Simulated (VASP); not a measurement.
Level of theory: PW91 GGA, VASP's PBE PAW potentials (set 64) (plane waves; VASP).

The input files of a VASP run:

KPOINTS:
```
Automatic mesh
0
gamma
 13 13 7
```

INCAR:
```
SYSTEM = Hf
PREC = Accurate
ENCUT = 520
EDIFF = 1E-7
NELM = 100
ALGO = Normal
LREAL = .FALSE.
LASPH = .TRUE.
ISMEAR = 1
SIGMA = 0.1
GGA = 91
LMAXMIX = 6
LWAVE = .FALSE.
LCHARG = .FALSE.
ISIF = 4
IBRION = 2
NSW = 30
EDIFFG = -0.01
```

POSCAR:
```
Hf
1
    1.5669639024    -2.7140610550     0.0000000000
    1.5669639024     2.7140610550     0.0000000000
    0.0000000000     0.0000000000     4.9562488614
Hf
2
Direct
  0.3333330000   0.6666670000   0.2500000000
  0.6666670000   0.3333330000   0.7500000000
```

POTCAR, in this order: Hf_pv (PBE.64 set). Program: vasp_std.

Unless said otherwise, spin-orbit coupling is left out, though it shifts the bands of the heavy elements here.

What does the run give for the energy per atom (σ→0), band gap (on the k-mesh)?

```yaml
energy per atom (σ→0): -9.838 eV/atom
band gap (on the k-mesh): none (metal, semimetal or under 0.01 eV)
```

### OSZICAR
```
...
       N       E                     dE             d eps       ncg     rms          rms(c)
DAV:   1    -0.196766858661E+02   -0.71588E-03   -0.38427E-02  2370   0.163E+00    0.173E-01
DAV:   2    -0.196762606142E+02    0.42525E-03   -0.60704E-04  3090   0.195E-01    0.777E-02
DAV:   3    -0.196761271472E+02    0.13347E-03   -0.15828E-04  3106   0.886E-02    0.618E-02
DAV:   4    -0.196761089439E+02    0.18203E-04   -0.46478E-05  3278   0.491E-02    0.283E-02
DAV:   5    -0.196761090964E+02   -0.15257E-06   -0.22666E-06  2772   0.114E-02    0.229E-03
DAV:   6    -0.196761090944E+02    0.20400E-08   -0.77101E-08  1842   0.208E-03
   2 F= -.19676109E+02 E0= -.19675792E+02  d E =-.139168E-03
```

The compound is Hf in the hcp structure. This cell is one point of a volume scan, at 0.94 of the reference volume. Symmetry was kept, so distortions that lower it aren't found.
